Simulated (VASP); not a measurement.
# BaTiH3: relaxation of cell and atoms with r2SCAN

Crystal: BaTiH3.

```xyz
5
Lattice="4.0825 0.0000 0.0000 0.0000 4.0825 0.0000 0.0000 0.0000 4.0825" Properties=species:S:1:pos:R:3 pbc="T T T"
Ba    2.0412    2.0412    2.0412
Ti    0.0000    0.0000    0.0000
H     2.0412    0.0000    0.0000
H     0.0000    2.0412    0.0000
H     0.0000    0.0000    2.0412
```

The cell was built by a generator and needn't be a form met in nature.

```yaml
Program: VASP 6.6.1
Task: relaxation of cell and atoms
Functional: r2SCAN
Potentials_or_basis: VASP PAW PBE potentials, release 64 (Ba_sv, Ti_sv, H)
Cutoff: 600 eV
k_mesh: 8 × 8 × 8
Occupations: gaussian, width 0.03 eV
Spin: no spin polarisation
Further_INCAR_settings: ALGO = Normal; EDIFF = 1e-07; IBRION = 2; EDIFFG = -0.005; NSW = 90; ISIF = 3
```

```json
{
 "Relaxed volume": "13.66 Å³/atom",
 "Relaxed cell": "a = 4.087 Å, b = 4.087 Å, c = 4.087 Å, α = 90.00°, β = 90.00°, γ = 90.00°",
 "Space group after relaxing (to 0.05 Å)": "Pm-3m (No. 221)",
 "Energy gained by relaxing": "0.0 meV/atom",
 "Ionic steps": "3",
 "Pressure after relaxing": "0.0 GPa",
 "Band gap on the k mesh": "none (metal or under the smearing width)"
}
```

Step by step:
| step | energy change (eV) | largest force (eV/Å) | pressure (GPa) | volume (Å³) |
| --- | --- | --- | --- | --- |
| 1 | 0.0000 | 0.0000 | 0.19 | 68.04 |
| 2 | -0.0001 | 0.0000 | 0.06 | 68.20 |
| 3 | -0.0001 | 0.0000 | 0.00 | 68.29 |

Final structure:
```xyz
5
Lattice="4.0874 0.0000 0.0000 0.0000 4.0874 0.0000 0.0000 0.0000 4.0874" Properties=species:S:1:pos:R:3 pbc="T T T"
Ba    2.0437    2.0437    2.0437
Ti    0.0000    0.0000    0.0000
H     2.0437    0.0000    0.0000
H     0.0000    2.0437    0.0000
H     0.0000    0.0000    2.0437
```

Levels at points of the mesh, in eV from the Fermi level:
```
           k point  band 9  band 10  band 11  band 12  band 13  band 14  band 15  band 16
(0.00, 0.00, 0.00)   -7.96    -5.39    -5.39     0.59     0.59     0.59     2.59     2.59
(0.50, 0.00, 0.00)   -5.83    -5.54    -4.92     0.48     0.48     0.78     0.85     1.19
(0.50, 0.50, 0.00)   -6.49    -4.22    -4.22    -1.44    -0.37    -0.37     0.94     1.15
(0.50, 0.50, 0.50)   -5.36    -5.36    -5.36     0.08     0.08     0.08     1.19     1.19
```

Wall time 3.3 min on 1 thread of Intel(R) Xeon(R) 6975P-C (Granite Rapids), with other jobs on the host, peak memory 0.26 GiB.

Caveat: the PAW data sets were made with another functional, which shifts forces and pressure a little. The run has no spin-orbit coupling, so splittings on Ba are missing.
